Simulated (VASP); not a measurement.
Data:

```
CELL_PARAMETERS angstrom
     -0.00173     4.58540     4.58648
      4.58540    -0.00173     4.58648
      2.29184     2.29184     0.00000
ATOMIC_POSITIONS crystal
  Zr 0.99860 0.99860 0.00280
  Zr 0.99823 0.50177 0.00000
  Zr 0.50177 0.99823 0.00000
  Zr 0.50140 0.50140 0.99720
  N  0.25000 0.25000 0.50000
  N  0.25000 0.75000 0.50000
  N  0.75000 0.25000 0.50000
  C  0.75000 0.75000 0.50000
```

Computed with PBEsol GGA, VASP's PBE PAW potentials (set 64) (plane waves; VASP). Numerical set-up: 520 eV cut-off, 7×7×13 Γ-centred mesh, tetrahedra with Blöchl corrections, potentials Zr_sv N C.

The cores are frozen, which limits the accuracy of field gradients.

**Question.** Give the principal components of the electric field gradient (V/Å²) and the asymmetry η at each nucleus.

**Answer.** 
```json
[
 {"atom": "Zr1", "Vxx": "22.1", "Vyy": "21.1", "Vzz": "-43.2", "η": "0.02"},
 {"atom": "Zr2", "Vxx": "-23.8", "Vyy": "-19.5", "Vzz": "43.4", "η": "0.10"},
 {"atom": "Zr3", "Vxx": "-23.8", "Vyy": "-19.5", "Vzz": "43.4", "η": "0.10"},
 {"atom": "Zr4", "Vxx": "22.1", "Vyy": "21.1", "Vzz": "-43.2", "η": "0.02"},
 {"atom": "N5", "Vxx": "1.5", "Vyy": "0.8", "Vzz": "-2.3", "η": "0.33"},
 {"atom": "N6", "Vxx": "2.9", "Vyy": "0.4", "Vzz": "-3.3", "η": "0.76"},
 {"atom": "N7", "Vxx": "2.9", "Vyy": "0.4", "Vzz": "-3.3", "η": "0.76"},
 {"atom": "C8", "Vxx": "-0.6", "Vyy": "-0.1", "Vzz": "0.7", "η": "0.76"}
]
```

The structure was generated: Zr4CN3 was put into an ordered model structure (Cmmm), which need not be its known phase. It was relaxed first.
